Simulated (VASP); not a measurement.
# ZnC4 (P6/mmm) in VASP: a series of runs

Runs on ZnC4. Level: PBE. Tasks: relaxation of cell and atoms, single point.

All numbers are computed with VASP 6.6.1; they aren't measurements. Logs are shortened: lines on timing, memory, paths and dates and some standing lists are left out, and cuts for length are marked.

**1. The cell of the first run**

The structure is hexagonal, space group P6/mmm (No. 191). Conventional cell: a = 3.671 Å, b = 3.671 Å, c = 4.714 Å, α = 90.00°, β = 90.00°, γ = 120.00°. Zn (site symmetry 6/mmm) has 6 C at 1.84 Å as nearest neighbours. C (site symmetry mmm) has 4 C at 1.84 Å and 2 Zn at 1.84 Å as nearest neighbours. C (site symmetry 6/mmm) has 2 Zn at 2.36 Å as nearest neighbours.

The cell was built by a generator and needn't be a form met in nature.

**2. Relaxation of cell and atoms, PBE (random cell by space group and Wyckoff sites (P6/mmm, No. 191))**

File INCAR:

```
ALGO = Fast
EDIFF = 1E-7
EDIFFG = -0.04
ENCUT = 600
GGA = PE
IBRION = 2
ISIF = 3
ISMEAR = 0
LASPH = True
LCHARG = False
LREAL = False
LWAVE = False
NELM = 100
NSW = 90
PREC = Accurate
SIGMA = 0.1
```

File KPOINTS:

```
k-points
0
Gamma
  6 6 4
```

File POSCAR:

```
ZnC4
1.0
    3.6713615400      0.0000000000      0.0000000000
   -1.8356807700      3.1794923600      0.0000000000
    0.0000000000      0.0000000000      4.7143506500
Zn C
1 4
Direct
    0.0000000000      0.0000000000      0.0000000000
    0.5000000000      0.0000000000      0.0000000000
    0.0000000000      0.5000000000      0.0000000000
    0.5000000000      0.5000000000      0.0000000000
    0.0000000000      0.0000000000      0.5000000000
```

Potentials or basis: VASP PAW PBE potentials, release 64 (Zn, C).

The run is started by

```console
cat potpaw_PBE.64/Zn/POTCAR potpaw_PBE.64/C/POTCAR > POTCAR
mpirun -np 1 vasp_std > vasp.out
```

OUTCAR:

```text
EDIFF = 1E-7
   EDIFFG = -0.04
   ENCUT = 600
   GGA = PE
   IBRION = 2
   ISIF = 3
   ISMEAR = 0
   LASPH = True
   LREAL = False
   NELM = 100
   NSW = 90
   PREC = Accurate

 ion  position               nearest neighbor table
   1  0.000  0.000  0.000-   3 1.84   4 1.84   3 1.84   4 1.84   2 1.84   2 1.84   5 2.36   5 2.36

   2  0.500  0.000  0.000-   3 1.84   4 1.84   4 1.84   3 1.84   1 1.84   1 1.84
   3  0.000  0.500  0.000-   1 1.84   2 1.84   1 1.84   2 1.84   4 1.84   4 1.84
   4  0.500  0.500  0.000-   1 1.84   2 1.84   2 1.84   1 1.84   3 1.84   3 1.84
   5  0.000  0.000  0.500-   1 2.36   1 2.36

  LATTYP: Found a hexagonal cell.
 ALAT       =     3.6713615400
 C/A-ratio  =     1.2840878237

  Lattice vectors:

 A1 = (   3.6713615400,   0.0000000000,   0.0000000000)
 A2 = (  -1.8356807700,   3.1794923600,   0.0000000000)
 A3 = (   0.0000000000,   0.0000000000,   4.7143506500)

Analysis of symmetry for initial positions (statically):
=====================================================================
 Subroutine PRICEL returns:
 Original cell was already a primitive cell.

 Routine SETGRP: Setting up the symmetry group for a
 hexagonal supercell.

 Subroutine GETGRP returns: Found 24 space group operations
 (whereof 24 operations were pure point group operations)
 out of a pool of 24 trial point group operations.

The static configuration has the point symmetry D_6h.

Analysis of symmetry for dynamics (positions and initial velocities):
=====================================================================
 Subroutine PRICEL returns:
 Original cell was already a primitive cell.

 Routine SETGRP: Setting up the symmetry group for a
 hexagonal supercell.

 Subroutine GETGRP returns: Found 24 space group operations
 (whereof 24 operations were pure point group operations)
 out of a pool of 24 trial point group operations.

The dynamic configuration has the point symmetry D_6h.

 Subroutine INISYM returns: Found 24 space group operations
 (whereof 24 operations are pure point group operations),
 and found     1 'primitive' translations

----------------------------------------------------------------------------------------

                                     Primitive cell

  volume of cell :      55.0309

  direct lattice vectors                    reciprocal lattice vectors
     3.671361540  0.000000000  0.000000000     0.272378514  0.157257808  0.000000000
    -1.835680770  3.179492360  0.000000000     0.000000000  0.314515617  0.000000000
     0.000000000  0.000000000  4.714350650     0.000000000  0.000000000  0.212118290

[... 95 lines left out ...]
   PSTRESS=    0.0 pullay stress
   NELECT =      28.0000    total number of electrons
   NUPDOWN=      -1.0000    fix difference up-down
   EMIN   =  10.00;   EMAX   =-10.00  energy-range for DOS
   EFERMI =   0.00;   METHOD = LEGACY
   ISMEAR =     0;   SIGMA  =   0.10  broadening in eV -4-tet -1-fermi 0-gaus
   EFERMI_NEDOS =   21; number of points for ismear=-14 and -15
   IALGO  =     68    algorithm
   IMIX   =      4    mixing-type and parameters
     AMIX     =   0.40;   BMIX     =  1.00
     AMIX_MAG =   1.60;   BMIX_MAG =  1.00
  volume/ion in A,a.u.               =      11.01        74.27
  Fermi-wavevector in a.u.,A,eV,Ry     =   1.306949  2.469775 23.240317  1.708115
  Thomas-Fermi vector in A             =   2.437716
   LORBIT       =      0    0 simple, 1 ext, 2 COOP (PROOUT), +10 PAW based schemes
   GGA     = PE    functional components
   LHFCALC =     F    Hartree Fock is set to
   AEXX    =    0.0000 exact exchange contribution
   IVDW    =     0    specifies the selected vdW correction
   LEPSILON=     F    determine dielectric tensor
   LRPA    =     F    only Hartree local field effects (RPA)
 conjugate gradient relaxation of ions
 non-spin polarized calculation
 RMM-DIIS sequential band-by-band and
 Gauss-broadening in eV      SIGMA  =   0.10
  energy-cutoff  :      600.00
  volume of cell :       55.03
 maximum number of plane-waves:      1890
 NGX is ok and might be reduce to    30
   NGX = 15   NGY = 15   NGZ = 19

--------------------------------------- Ionic step        1  -------------------------------------------

 number of electron      28.0000008 magnetization

 Free energy of the ion-electron system (eV)
  ---------------------------------------------------
  ext. energy  EPLUGINS =         0.00000000
  ---------------------------------------------------
  free energy    TOTEN  =       -16.69612852 eV

  energy without entropy =      -16.67275731  energy(sigma->0) =      -16.68444291

------------------------ aborting loop because EDIFF is reached ----------------------------------------

  FORCE on cell =-STRESS in cart. coord.  units (eV):
  Direction    XX          YY          ZZ          XY          YZ          ZX
  --------------------------------------------------------------------------------------
  -------------------------------------------------------------------------------------
  Total       18.2696316     18.2696316     -1.5348706      0.0000000      0.0000000      0.0000000
  in kB      531.9043613    531.9043613    -44.6864172      0.0000000      0.0000000      0.0000000
  external PRESSURE =     339.7074351 kB  Pullay stress =       0.0000000 kB
[... 143 lines left out ...]
--------------------------------------- Ionic step        5  -------------------------------------------

 number of electron      27.9999993 magnetization

 E-fermi :   1.5718     XC(G=0):  -9.7040

 val. band max:        1.5599579281   @ k =   0.5000  -0.0000   0.0000
 cond. band min:       1.6279228483   @ k =   0.1667   0.1667   0.0000
 fundamental gap:      0.0679649201
 Fermi energy:         1.5717995071

 k-point     1 :       0.0000    0.0000    0.0000
  band No.  band energies     occupation
      1     -13.2494      2.00000
      2      -7.8961      2.00000
      3      -7.1259      2.00000
      4      -7.1259      2.00000
      5      -5.3900      2.00000
      6      -5.3900      2.00000
[... 546 lines left out ...]
--------------------------------------- Ionic step        8  -------------------------------------------

 number of electron      27.9999983 magnetization

 Free energy of the ion-electron system (eV)
  ---------------------------------------------------
  ext. energy  EPLUGINS =         0.00000000
  ---------------------------------------------------
  free energy    TOTEN  =       -19.11963389 eV

  energy without entropy =      -19.10414206  energy(sigma->0) =      -19.11188797

 E-fermi :   2.1636     XC(G=0): -10.1191

 val. band max:        2.0939216905   @ k =   0.3333   0.1667   0.2500
 cond. band min:       2.1682451235   @ k =   0.1667   0.0000   0.5000
 fundamental gap:      0.0743234330
 Fermi energy:         2.1635803077

 k-point     1 :       0.0000    0.0000    0.0000
  band No.  band energies     occupation
      1     -12.7417      2.00000
      2      -7.9058      2.00000
      3      -6.6252      2.00000
      4      -6.6252      2.00000
      5      -4.9822      2.00000
      6      -4.9822      2.00000
[... 462 lines left out ...]
  FREE ENERGIE OF THE ION-ELECTRON SYSTEM (eV)
  ---------------------------------------------------
  free  energy   TOTEN  =       -19.1196338858 eV

  energy  without entropy=      -19.1041420632  energy(sigma->0) =      -19.11188797

 reached required accuracy - stopping structural energy minimisation
```

Run time: 7.1 min. Hardware: 1 thread of AMD EPYC 7R43 (Zen 3), shared host; peak memory 0.16 GiB.

Results:

```yaml
Free_energy: -19.1196 eV
Relaxed_volume: 12.41 Å³/atom
Relaxed_cell: a = 4.184 Å, b = 4.184 Å, c = 4.092 Å, α = 90.00°, β = 90.00°, γ = 120.00°
Space_group_after_relaxing_to_0.05_Å: P6/mmm (No. 191)
Energy_gained_by_relaxing: 484.7 meV/atom
Ionic_steps: 8
Pressure_after_relaxing: 0.2 GPa
Band_gap_on_the_k_mesh: none (metal or under the smearing width)
```

Step by step:
| step | energy change (eV) | largest force (eV/Å) | pressure (GPa) | volume (Å³) |
| --- | --- | --- | --- | --- |
| 1 | 0.0000 | 0.0000 | 33.97 | 55.03 |
| 2 | -1.8930 | 0.0000 | -10.56 | 75.01 |
| 3 | -2.0961 | 0.0000 | -3.37 | 69.14 |
| 4 | -2.0959 | 0.0000 | -3.84 | 69.43 |
| 5 | -2.2497 | 0.0000 | -3.27 | 67.10 |
| 6 | -2.3879 | 0.0000 | 2.35 | 59.91 |
| 7 | -2.4215 | 0.0000 | -0.24 | 62.51 |
| 8 | -2.4235 | 0.0000 | 0.17 | 62.04 |

Final structure:
```
Zn C
1.0
     4.18412    0.00000    0.00000
    -2.09206    3.62355    0.00000
     0.00000    0.00000    4.09207
Zn C
1 4
Direct
  0.00000 0.00000 0.00000
  0.50000 0.00000 0.00000
  0.00000 0.50000 0.00000
  0.50000 0.50000 0.00000
  0.00000 0.00000 0.50000
```

Levels at points of the mesh, in eV from the Fermi level:
```
           k point  band 12  band 13  band 14  band 15  band 16  band 17
(0.00, 0.00, 0.00)    -4.49    -4.49     0.23     0.85     0.85     1.81
(0.50, 0.00, 0.00)    -1.38    -0.43    -0.33     0.74     1.23     1.49
(0.00, 0.00, 0.50)    -4.43    -2.50    -1.35     0.34     0.34     1.37
(0.50, 0.00, 0.50)    -0.58    -0.52     0.38     0.45     1.53     1.76
```

**3. Single point, PBE (random cell by space group and Wyckoff sites (P6/mmm, No. 191))**

File INCAR:

```
SYSTEM = ZnC4
  PREC = Accurate
  ENCUT = 520
  EDIFF = 1E-7
  ISMEAR = 0
  SIGMA = 0.1
  LREAL = .FALSE.
  LASPH = .TRUE.
  NELM = 100
  ALGO = Normal
  ISIF = 2
  LWAVE = .FALSE.
  LCHARG = .FALSE.
  GGA = PE
  NBANDS = 22
```

File KPOINTS:

```
Automatic mesh
0
G
  6 6 4
  0 0 0
```

POSCAR is that of step 2.

Potentials or basis: VASP PAW PBE potentials, release 64 (Zn, C).

The run is started by

```console
cat potpaw_PBE.64/Zn/POTCAR potpaw_PBE.64/C/POTCAR > POTCAR
mpirun -np 1 vasp_std > vasp.out
```

OUTCAR:

```text
SYSTEM = ZnC4
   PREC = Accurate
   ENCUT = 520
   EDIFF = 1E-7
   ISMEAR = 0
   LREAL = .FALSE.
   LASPH = .TRUE.
   NELM = 100
   ISIF = 2
   GGA = PE

 ion  position               nearest neighbor table
   1  0.000  0.000  0.000-   3 1.84   4 1.84   3 1.84   4 1.84   2 1.84   2 1.84   5 2.36   5 2.36

   2  0.500  0.000  0.000-   3 1.84   4 1.84   4 1.84   3 1.84   1 1.84   1 1.84
   3  0.000  0.500  0.000-   1 1.84   2 1.84   1 1.84   2 1.84   4 1.84   4 1.84
   4  0.500  0.500  0.000-   1 1.84   2 1.84   2 1.84   1 1.84   3 1.84   3 1.84
   5  0.000  0.000  0.500-   1 2.36   1 2.36

  LATTYP: Found a hexagonal cell.
 ALAT       =     3.6713615400
 C/A-ratio  =     1.2840878237

  Lattice vectors:

 A1 = (   3.6713615400,   0.0000000000,   0.0000000000)
 A2 = (  -1.8356807700,   3.1794923600,   0.0000000000)
 A3 = (   0.0000000000,   0.0000000000,   4.7143506500)

Analysis of symmetry for initial positions (statically):
=====================================================================
 Subroutine PRICEL returns:
 Original cell was already a primitive cell.

[... 174 lines left out ...]

 val. band max:        3.3813882157   @ k =   0.3333   0.0000   0.2500
 cond. band min:       3.3851880764   @ k =   0.3333   0.0000   0.5000
 fundamental gap:      0.0037998607
 Fermi energy:         3.3838111095

 k-point     1 :       0.0000    0.0000    0.0000
  band No.  band energies     occupation
      1     -15.1163      2.00000
      2      -7.4574      2.00000
      3      -7.4574      2.00000
      4      -6.6215      2.00000
      5      -6.0239      2.00000
      6      -5.1143      2.00000
[... 514 lines left out ...]
     21       9.7028      0.00000
     22      12.8709      0.00000

------------------------ aborting loop because EDIFF is reached ----------------------------------------

  FORCE on cell =-STRESS in cart. coord.  units (eV):
  Direction    XX          YY          ZZ          XY          YZ          ZX
  --------------------------------------------------------------------------------------
  -------------------------------------------------------------------------------------
  Total       18.3264230     18.3264229     -1.5013759      0.0000000     -0.0000000      0.0000000
  in kB      533.5577912    533.5577911    -43.7112484      0.0000000     -0.0000000      0.0000000
  external PRESSURE =     341.1347780 kB  Pullay stress =       0.0000000 kB

 VOLUME and BASIS-vectors are now :
 -----------------------------------------------------------------------------
  energy-cutoff  :      520.00
  volume of cell :       55.03
      direct lattice vectors                 reciprocal lattice vectors
     3.671361540  0.000000000  0.000000000     0.272378514  0.157257808  0.000000000
    -1.835680770  3.179492360  0.000000000     0.000000000  0.314515617  0.000000000
     0.000000000  0.000000000  4.714350650     0.000000000  0.000000000  0.212118290

 POSITION                                       TOTAL-FORCE (eV/Angst)
 -----------------------------------------------------------------------------------
      0.00000      0.00000      0.00000         0.000000      0.000000      0.000000
      1.83568      0.00000      0.00000         0.000000      0.000000      0.000000
     -0.91784      1.58975      0.00000        -0.000000      0.000000      0.000000
      0.91784      1.58975      0.00000        -0.000000      0.000000      0.000000
      0.00000      0.00000      2.35718        -0.000000      0.000000      0.000000
 -----------------------------------------------------------------------------------
    total drift:                               -0.000000     -0.000000     -0.000000

  FREE ENERGIE OF THE ION-ELECTRON SYSTEM (eV)
  ---------------------------------------------------
  free  energy   TOTEN  =       -16.6934592455 eV

  energy  without entropy=      -16.6700831396  energy(sigma->0) =      -16.68177119
```

Run time: 44 s. Hardware: 1 thread of AMD EPYC 7R43 (Zen 3), shared host; peak memory 0.14 GiB.

Results:

| Property | Result |
| --- | --- |
| Free energy | -16.6935 eV |
| Pressure | 34.1 GPa |
| Band gap on the k mesh | none (metal or under the smearing width) |

Levels at points of the mesh, in eV from the Fermi level:
```
           k point  band 10  band 11  band 12  band 13  band 14  band 15  band 16  band 17  band 18  band 19
(0.00, 0.00, 0.00)    -7.00    -6.98    -3.00    -3.00     0.33     0.89     0.89     1.89     1.89     4.94
(0.50, 0.00, 0.00)    -5.39    -3.79    -2.88    -1.12     0.48     0.53     1.76     2.05     2.28     2.32
(0.00, 0.00, 0.50)    -7.34    -4.72    -2.98    -2.98    -0.89     0.74     0.74     1.77     1.77     7.02
(0.50, 0.00, 0.50)    -6.14    -3.71    -1.79    -0.16     0.48     0.53     2.06     2.13     2.32     2.60
```

Caveat: a pressure of tens of GPa on the cell as given is suspect, and the run, the potentials or the cell itself is likely at fault.
